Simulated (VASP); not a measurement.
Write the native input for VASP 6.6.1 that does the following.

- Task: band structure
- Functional: PBE
- Potentials or basis: VASP PAW PBE potentials, release 64 (Be, Zn, Te)
- Cutoff: 520 eV
- k mesh: 6 × 6 × 6
- Occupations: gaussian, width 0.03 eV
- Spin: no spin polarisation
- Further INCAR settings: ALGO = Normal; EDIFF = 1e-06

The structure of Be3ZnTe4 lies in POSCAR:

```
Be3ZnTe4
1.0
   -2.9004200000      2.9004200000      5.7844800000
    2.9004200000     -2.9004200000      5.7844800000
    2.9004200000      2.9004200000     -5.7844800000
Be Zn Te
3 1 4
Direct
    0.5000000000      0.5000000000      0.0000000000
    0.7500000000      0.2500000000      0.5000000000
    0.2500000000      0.7500000000      0.5000000000
    0.0000000000      0.0000000000      0.0000000000
    0.1336510000      0.1336510000      0.5282340000
    0.6054180000      0.6054180000      0.4717660000
    0.8663490000      0.3945820000      0.0000000000
    0.3945820000      0.8663490000      0.0000000000
```

The cell was built by a generator and needn't be a form met in nature.

These files were run (other wordings do the same):

INCAR

```
PREC = Accurate
ENCUT = 520
EDIFF = 1E-6
ISMEAR = 0
SIGMA = 0.03
LREAL = False
LASPH = True
NELM = 60
ALGO = Normal
ISIF = 2
LWAVE = False
LCHARG = False
GGA = PE
KPAR = 8
```

KPOINTS

```
Automatic mesh
0
Gamma
  6 6 6
```

KPOINTS_OPT

```
path GXYSGZS1NPY1Z,XP
15
line-mode
reciprocal
 0.0000000000  0.0000000000  0.0000000000  G
 0.0000000000  0.0000000000  0.5000000000  X

 0.0000000000  0.0000000000  0.5000000000  X
-0.1257080643  0.1257080643  0.5000000000  Y

-0.1257080643  0.1257080643  0.5000000000  Y
-0.3128540322  0.3128540322  0.3128540322  S

-0.3128540322  0.3128540322  0.3128540322  S
 0.0000000000  0.0000000000  0.0000000000  G

 0.0000000000  0.0000000000  0.0000000000  G
 0.5000000000  0.5000000000 -0.5000000000  Z

 0.5000000000  0.5000000000 -0.5000000000  Z
 0.3128540322  0.6871459678 -0.3128540322  S1

 0.3128540322  0.6871459678 -0.3128540322  S1
 0.0000000000  0.5000000000  0.0000000000  N

 0.0000000000  0.5000000000  0.0000000000  N
 0.2500000000  0.2500000000  0.2500000000  P

 0.2500000000  0.2500000000  0.2500000000  P
 0.5000000000  0.5000000000 -0.1257080643  Y1

 0.5000000000  0.5000000000 -0.1257080643  Y1
 0.5000000000  0.5000000000 -0.5000000000  Z

 0.0000000000  0.0000000000  0.5000000000  X
 0.2500000000  0.2500000000  0.2500000000  P
```

Potentials or basis: VASP PAW PBE potentials, release 64 (Be, Zn, Te).

The run is started by

```sh
$ cat potpaw_PBE.64/Be/POTCAR potpaw_PBE.64/Zn/POTCAR potpaw_PBE.64/Te/POTCAR > POTCAR
$ mpirun -np 8 vasp_std > vasp.out
```

Results of the run:

```json
{
 "Pressure": "0.0 GPa",
 "Band gap on the k mesh": "2.01 eV, indirect (least direct gap 2.09 eV)",
 "Band gap along the path": "2.01 eV, indirect (least direct gap 2.09 eV)"
}
```

Caveat: spin-orbit coupling is left out, which moves the levels of the heavy elements.

Run time: 89 s on 8 MPI ranks on Intel(R) Xeon(R) 6975P-C (Granite Rapids) (shared host), peak memory 0.58 GiB a rank.
